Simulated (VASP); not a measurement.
Computed with PBE GGA, VASP's PBE PAW potentials (set 64) (plane waves; VASP).

VASP input:

### KPOINTS
```
Automatic mesh
0
Gamma
8 8 8
0 0 0
```

**POSCAR**
```
GaAs
1
   -0.0000000000     2.8089401300     2.8089401300
    2.8089401300     0.0000000000     2.8089401300
    2.8089401300     2.8089401300     0.0000000000
Ga As
1 1
Direct
  0.0000000000   0.0000000000   0.0000000000
  0.2500000000   0.2500000000   0.2500000000
```

### INCAR
```
! general
SYSTEM  = GaAs
PREC    = Accurate
ENCUT   = 500
LREAL   = .FALSE.
LASPH   = .TRUE.

! electronic loop
EDIFF   = 1E-6
NELM    = 100
ALGO    = Normal
LMAXMIX = 4

! smearing
ISMEAR  = 0
SIGMA   = 0.05

! functional
GGA     = PE

! ions
IBRION  = 2
NSW     = 40
ISIF    = 3
EDIFFG  = -0.02
PSTRESS = 50

! output
LWAVE   = .FALSE.
LCHARG  = .FALSE.
```

POTCAR, in this order: Ga_d As (PBE.64 set). Program: vasp_std.

What VASP printed:

OSZICAR:
```
       N       E                     dE             d eps       ncg     rms          rms(c)
DAV:   1     0.809604310237E+02    0.80960E+02   -0.89975E+03   762   0.187E+03
DAV:   2    -0.226399269447E+01   -0.83224E+02   -0.80542E+02   804   0.328E+02
DAV:   3    -0.829109157016E+01   -0.60271E+01   -0.59999E+01   959   0.739E+01
DAV:   4    -0.838732528421E+01   -0.96234E-01   -0.96208E-01   844   0.107E+01
DAV:   5    -0.838903498733E+01   -0.17097E-02   -0.17097E-02   967   0.124E+00    0.297E+00
DAV:   6    -0.824410056363E+01    0.14493E+00   -0.25805E-01  1156   0.992E+00    0.180E+00
DAV:   7    -0.822344372040E+01    0.20657E-01   -0.78214E-02  1056   0.230E+00    0.568E-01
DAV:   8    -0.822410136135E+01   -0.65764E-03   -0.10674E-02   869   0.147E+00    0.109E-01
DAV:   9    -0.822448683330E+01   -0.38547E-03   -0.10928E-03   912   0.468E-01    0.522E-02
DAV:  10    -0.822454963666E+01   -0.62803E-04   -0.84474E-05  1018   0.110E-01    0.285E-02
DAV:  11    -0.822459940913E+01   -0.49772E-04   -0.77786E-05   839   0.773E-02    0.348E-03
DAV:  12    -0.822459970674E+01   -0.29761E-06   -0.12620E-06   660   0.191E-02
   1 F= -.68412981E+01 E0= -.68412981E+01  d E =-.684130E+01
```

**OUTCAR**
```
------------------------ aborting loop because EDIFF is reached ----------------------------------------
  FORCE on cell =-STRESS in cart. coord.  units (eV):
  Direction    XX          YY          ZZ          XY          YZ          ZX
  --------------------------------------------------------------------------------------
  Total        1.3724649      1.3724649      1.3724649     -0.0000000      0.0000000     -0.0000000
  in kB       49.6083049     49.6083049     49.6083049     -0.0000000      0.0000000     -0.0000000
  external PRESSURE =      -0.3916951 kB  Pullay stress =      50.0000000 kB
  volume of cell :       44.33
      direct lattice vectors                 reciprocal lattice vectors
     0.000000000  2.808940130  2.808940130    -0.178003082  0.178003082  0.178003082
     2.808940130  0.000000000  2.808940130     0.178003082 -0.178003082  0.178003082
     2.808940130  2.808940130  0.000000000     0.178003082  0.178003082 -0.178003082
  FREE ENERGIE OF THE ION-ELECTRON SYSTEM (eV)
  ---------------------------------------------------
  free  energy   TOTEN  =        -8.2245997067 eV

  energy  without entropy=       -8.2245997067  energy(sigma->0) =       -8.22459971
  enthalpy is  TOTEN    =        -6.8412981499 eV   P V=        1.3833015569

 reached required accuracy - stopping structural energy minimisation
```
(Selected blocks of OUTCAR.)

The compound is GaAs in the zinc blende structure. It was relaxed first under an external pressure of 5 GPa.
